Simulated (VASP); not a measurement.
Input for VASP

**KPOINTS**
```
Automatic mesh
0
G
  11 11 6
0 0 0
```

### POSCAR
```
Be
2.24420
  0.5000000000  -0.8660253097   0.0000000000
  0.5000000000   0.8660253097   0.0000000000
  0.0000000000   0.0000000000   1.5633187773
Be
2
Cart
  0.5000000000   0.2886756806   0.3908296943
  0.5000000000  -0.2886756806   1.1724890830
```

### INCAR
```
ALGO = Normal
EDIFF = 1E-6
ENCUT = 300
GGA = PE
ISIF = 2
ISMEAR = -1
LASPH = .True.
LCHARG = .False.
LREAL = .False.
LWAVE = .False.
NELM = 100
PREC = Accurate
SIGMA = 0.1
SYSTEM = Be
```

POTCAR, in this order: Be (PBE.64 set). Program: vasp_std.

Problem. Write an equivalent input for Quantum ESPRESSO's pw.x.

Solution. One equivalent input (not run):
```
&CONTROL
  calculation = 'scf'
  pseudo_dir = './pseudo'
  outdir = './out'
  tprnfor = .true.
  tstress = .true.
/
&SYSTEM
  ibrav = 0
  nat = 2
  ntyp = 1
  ecutwfc = 88
  occupations = 'smearing'
  smearing = 'fermi-dirac'
  degauss = 0.00735
  input_dft = 'pbe'
/
&ELECTRONS
  conv_thr = 7.3e-08
  electron_maxstep = 100
/
ATOMIC_SPECIES
  Be 9.012 Be.upf
CELL_PARAMETERS angstrom
     1.1221000   -1.9435340    0.0000000
     1.1221000    1.9435340    0.0000000
     0.0000000    0.0000000    3.5084000
ATOMIC_POSITIONS crystal
  Be   0.3333330  0.6666670  0.2500000
  Be   0.6666670  0.3333330  0.7500000
K_POINTS automatic
  11 11 6 0 0 0
```
What does not carry over: the potentials are each code's own (VASP's PAW set, PseudoDojo norm-conserving files in pw.x), so ENCUT and ecutwfc are chosen apart and not converted; conv_thr bounds pw.x's estimated SCF error, while EDIFF bounds the energy change between steps.

The structure is a typed Be crystal (P6_3/mmc). The cell was not relaxed at this level, and its volume differs by -5.9 % from the start's.
